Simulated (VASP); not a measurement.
OSZICAR of a VASP run on Br (relaxed from the hcp structure, space group P6_3/mmc):

OSZICAR:
```
       N       E                     dE             d eps       ncg     rms          rms(c)
DAV:   1     0.731739099651E+02    0.73174E+02   -0.53788E+03  2772   0.880E+02
DAV:   2     0.851902249519E+00   -0.72322E+02   -0.70061E+02  4256   0.167E+02
DAV:   3    -0.281343458451E+01   -0.36653E+01   -0.36222E+01  3384   0.442E+01
DAV:   4    -0.284211954319E+01   -0.28685E-01   -0.28619E-01  3222   0.467E+00
DAV:   5    -0.284240109046E+01   -0.28155E-03   -0.28102E-03  3387   0.429E-01    0.802E+00
DAV:   6    -0.282255360727E+01    0.19847E-01   -0.20754E-02  3231   0.858E-01    0.492E+00
DAV:   7    -0.281962071298E+01    0.29329E-02   -0.30810E-02  3180   0.102E+00    0.251E-01
DAV:   8    -0.281872922471E+01    0.89149E-03   -0.33072E-03  3135   0.356E-01    0.250E-02
DAV:   9    -0.281873085387E+01   -0.16292E-05   -0.41803E-05  3456   0.491E-02    0.955E-03
DAV:  10    -0.281873146656E+01   -0.61269E-06   -0.76241E-07  3305   0.732E-03    0.393E-03
DAV:  11    -0.281873155813E+01   -0.91568E-07   -0.12754E-07  2325   0.299E-03
   1 F= -.28187316E+01 E0= -.28187316E+01  d E =0.000000E+00
```

**Question.** Which electronic solver shows in the log?

**Answer.** It is blocked Davidson (ALGO = Normal, or the opening steps of other solvers). The INCAR had ALGO = Normal.

**Question.** Can the final energy be trusted as converged?

**Answer.** The calculation finished and met its thresholds. It stopped with EDIFF = 1E-7, NELM = 100 (PBEsol GGA, plane waves, VASP's PBE PAW potentials (set 64)).

The structure was generated: Br was put into the hcp type (P6_3/mmc), which need not be its known phase. It was relaxed first.
